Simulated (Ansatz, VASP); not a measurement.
**One calculation of TePd2S, two programs**

```
Te Pd S
1.0
     3.94170    0.00000    0.00000
    -1.97085    3.41362    0.00000
     0.00000    0.00000    5.38449
Te Pd S
1 2 1
Direct
  0.00000 0.00000 0.00000
  0.66667 0.33333 0.75000
  0.66667 0.33333 0.25000
  0.33333 0.66667 0.50000
```

The cell comes from a database or a generator and needn't be the stable form of this composition.

Alike in both runs: task relaxation of cell and atoms; functional PBEsol; k mesh 6 × 6 × 4; occupations gaussian, width 0.1 eV; no spin polarisation.

|  | VASP | Ansatz |
| --- | --- | --- |
| version | VASP 6.6.1 | Ansatz 0.2.0 |
| potentials or method | VASP PAW PBE potentials, release 64 (Te, Pd, S) | scalar-relativistic, plane waves, PAW |
| plane-wave cutoff (eV) | 600 | 420 |
| valence electrons in the cell | 32 | 58 |

Ansatz gave:

| Quantity | Value |
| --- | --- |
| gap on the k mesh at the Fermi level, each at its own relaxed structure (eV) | none |
| relaxed volume (Å³/atom) | 18.52 |
| relaxed cell length with the largest relative difference (Å) | 3.901 |
| energy change over the relaxation (meV/atom) | -23 |

Estimate VASP's values.

gap on the k mesh at the Fermi level, each at its own relaxed structure (eV): none; relaxed volume (Å³/atom): 18.50; relaxed cell length with the largest relative difference (Å): 3.898; energy change over the relaxation (meV/atom): -22.

A gap of «none» marks a metal or a gap that the smearing closes. The two sets of potentials don't hold the same shells in valence.

Caveats: the PAW data sets were made with another functional, which shifts forces and pressure a little (VASP). Spin-orbit coupling is left out, which matters for the levels of Te.
